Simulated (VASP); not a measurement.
Output of a VASP run:

**OSZICAR**
```
       N       E                     dE             d eps       ncg     rms          rms(c)
DAV:   1     0.978506705818E+02    0.97851E+02   -0.82127E+03  2168   0.131E+03
DAV:   2    -0.317118196592E+01   -0.10102E+03   -0.99368E+02  2820   0.583E+02
DAV:   3    -0.865286591029E+01   -0.54817E+01   -0.51637E+01  3267   0.104E+02
DAV:   4    -0.888553136319E+01   -0.23267E+00   -0.22278E+00  3383   0.134E+01
DAV:   5    -0.889067858699E+01   -0.51472E-02   -0.50936E-02  3281   0.225E+00    0.258E+01
DAV:   6    -0.890262840243E+01   -0.11950E-01   -0.21194E-02  3318   0.204E+00    0.154E+01
DAV:   7    -0.891618091944E+01   -0.13553E-01   -0.37884E-02  3159   0.287E+00    0.328E-01
DAV:   8    -0.891598159584E+01    0.19932E-03   -0.22123E-03  2869   0.542E-01    0.712E-02
DAV:   9    -0.891599310532E+01   -0.11509E-04   -0.17474E-04  3329   0.162E-01    0.289E-02
DAV:  10    -0.891598758718E+01    0.55181E-05   -0.21364E-05  3319   0.481E-02    0.358E-02
DAV:  11    -0.891598812361E+01   -0.53642E-06   -0.17837E-06  3144   0.136E-02    0.306E-03
DAV:  12    -0.891598831781E+01   -0.19421E-06   -0.14082E-07  1817   0.492E-03    0.180E-03
DAV:  13    -0.891598828065E+01    0.37159E-07   -0.34996E-08  1663   0.535E-03
   1 F= -.95991207E+01 E0= -.95990906E+01  d E =-.959912E+01
       N       E                     dE             d eps       ncg     rms          rms(c)
DAV:   1    -0.892772233974E+01   -0.11734E-01   -0.40290E-01  2922   0.584E+00    0.419E-01
DAV:   2    -0.892273017273E+01    0.49922E-02   -0.10929E-02  3186   0.125E+00    0.259E-01
DAV:   3    -0.892034319824E+01    0.23870E-02   -0.29947E-03  3459   0.528E-01    0.127E-01
DAV:   4    -0.892035485769E+01   -0.11659E-04   -0.38426E-04  2988   0.162E-01    0.594E-02
DAV:   5    -0.892035650192E+01   -0.16442E-05   -0.18140E-05  3679   0.503E-02    0.888E-03
DAV:   6    -0.892035625064E+01    0.25128E-06   -0.60022E-07  3087   0.703E-03    0.328E-03
DAV:   7    -0.892035619128E+01    0.59354E-07   -0.46097E-08  1663   0.285E-03
   2 F= -.96027399E+01 E0= -.96028052E+01  d E =-.361926E-02
       N       E                     dE             d eps       ncg     rms          rms(c)
DAV:   1    -0.892453864594E+01   -0.41824E-02   -0.16788E-01  2925   0.377E+00    0.270E-01
DAV:   2    -0.892240354653E+01    0.21351E-02   -0.44399E-03  3143   0.793E-01    0.171E-01
DAV:   3    -0.892141810382E+01    0.98544E-03   -0.12113E-03  3464   0.335E-01    0.920E-02
DAV:   4    -0.892142004110E+01   -0.19373E-05   -0.16029E-04  3054   0.106E-01    0.402E-02
DAV:   5    -0.892142056738E+01   -0.52628E-06   -0.75111E-06  3652   0.316E-02    0.476E-03
DAV:   6    -0.892142046029E+01    0.10709E-06   -0.22726E-07  2326   0.472E-03    0.147E-03
DAV:   7    -0.892142043294E+01    0.27353E-07   -0.30408E-08  1448   0.354E-03
   3 F= -.96033980E+01 E0= -.96032846E+01  d E =-.427730E-02
```

### OUTCAR
```
------------------------ aborting loop because EDIFF is reached ----------------------------------------
 Edisp (eV)   -0.68198
  FORCE on cell =-STRESS in cart. coord.  units (eV):
  Direction    XX          YY          ZZ          XY          YZ          ZX
  --------------------------------------------------------------------------------------
  Total       1.00695     1.00695     1.00954    -0.00000     0.00000    -0.00000
  in kB      28.62411    28.62411    28.69773    -0.00000     0.00000    -0.00000
  external pressure =       28.65 kB  Pullay stress =        0.00 kB
  volume of cell :       56.36
      direct lattice vectors                 reciprocal lattice vectors
     1.731541518 -2.999117940  0.000000000     0.288760041 -0.166715684 -0.000000000
     1.731541518  2.999117940 -0.000000000     0.288760041  0.166715684  0.000000000
     0.000000000 -0.000000000  5.426649699     0.000000000  0.000000000  0.184275760
 POSITION                                       TOTAL-FORCE (eV/Angst)
 -----------------------------------------------------------------------------------
      1.73154      0.99971      1.35666         0.000000     -0.000000      0.000000
      1.73154     -0.99971      4.06999         0.000000      0.000000      0.000000
 -----------------------------------------------------------------------------------
    total drift:                                0.000001      0.000082     -0.000011
  FREE ENERGIE OF THE ION-ELECTRON SYSTEM (eV)
  ---------------------------------------------------
  free  energy   TOTEN  =        -9.6033979756 eV

  energy  without entropy=       -9.6030579095  energy(sigma->0) =       -9.60328462

 reached required accuracy - stopping structural energy minimisation
```
(Selected blocks of OUTCAR.)

POSCAR:
```
Ho
1
    1.7445606413    -3.0216677200     0.0000000000
    1.7445606413     3.0216677200     0.0000000000
    0.0000000000     0.0000000000     5.3459570647
Ho
2
Direct
  0.3333330000   0.6666670000   0.2500000000
  0.6666670000   0.3333330000   0.7500000000
```

**Question.** Write an INCAR and KPOINTS that could have produced this output.

**Answer.** This is not unique; one that fits is the input of the run itself, PBE GGA with D3 dispersion (zero damping), plane waves, VASP's PBE PAW potentials (set 64).

### INCAR
```
SYSTEM = Ho
PREC = Accurate
ENCUT = 520
EDIFF = 1E-7
NELM = 100
ALGO = Normal
LREAL = .FALSE.
LASPH = .TRUE.
ISMEAR = 1
SIGMA = 0.1
GGA = PE
IVDW = 11
LMAXMIX = 6
LWAVE = .FALSE.
LCHARG = .FALSE.
ISIF = 4
IBRION = 2
NSW = 30
EDIFFG = -0.01
```

KPOINTS:
```
Regular mesh
0
Gamma
12 12 7
```

POTCAR, in this order: Ho_3 (PBE.64 set). Program: vasp_std.

The 4f electrons are frozen in the core of the lanthanide potential, so 4f levels, which can set the real gap, and their magnetism are missing.

The compound is Ho in the hcp structure. This cell is one point of a volume scan, at 0.94 of the reference volume. Symmetry was kept, so distortions that lower it aren't found.
